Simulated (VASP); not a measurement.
```
CELL_PARAMETERS angstrom
      3.00300     0.00000     0.00000
      0.00000     3.00300     0.00000
      0.00000     0.00000     3.00300
ATOMIC_POSITIONS crystal
  Si 0.00000 0.00000 0.00000
  Ge 0.50000 0.50000 0.50000
```

These are PBEsol GGA, VASP's PBE PAW potentials (set 64) (plane waves; VASP 6.6.1) values and carry that method's errors. Run with 400 eV cut-off, 8×8×8 Γ-centred mesh, Gaussian smearing of 0.050 eV, potentials Si Ge_d.

Energy and stress use the plane-wave basis of the starting cell.

Question: The ions, cell shape and volume are relaxed. Which structure does the run end with?

Answer: 
```
CELL_PARAMETERS angstrom
      3.19439     0.00000     0.00000
      0.00000     3.19439     0.00000
      0.00000     0.00000     3.19439
ATOMIC_POSITIONS crystal
  Si 0.00000 0.00000 0.00000
  Ge 0.50000 0.50000 0.50000
```
Space group Pm-3m (221), at a tolerance of 0.03 Å.

Question: How do energy and volume change from the first to the last step?

Answer: The energy (σ→0) changes by -168.1 meV/atom and the volume by +20.4 %, in 4 ionic steps.

```json
[
 {"step": "1", "E(σ→0) (eV)": "-9.4521", "max force (eV/Å)": "0.000", "pressure (GPa)": "23.84", "volume (Å³)": "27.08"},
 {"step": "2", "E(σ→0) (eV)": "-9.7227", "max force (eV/Å)": "0.000", "pressure (GPa)": "-5.64", "volume (Å³)": "35.77"},
 {"step": "3", "E(σ→0) (eV)": "-9.7882", "max force (eV/Å)": "0.000", "pressure (GPa)": "0.19", "volume (Å³)": "32.48"},
 {"step": "4", "E(σ→0) (eV)": "-9.7883", "max force (eV/Å)": "0.000", "pressure (GPa)": "0.01", "volume (Å³)": "32.60"}
]
```

The structure was generated: SiGe was put into the CsCl type type (Pm-3m), which need not be its known phase. This run relaxes it. Symmetry was kept, so distortions that lower it aren't found. VASP warned that the highest band is occupied, so more bands are needed.
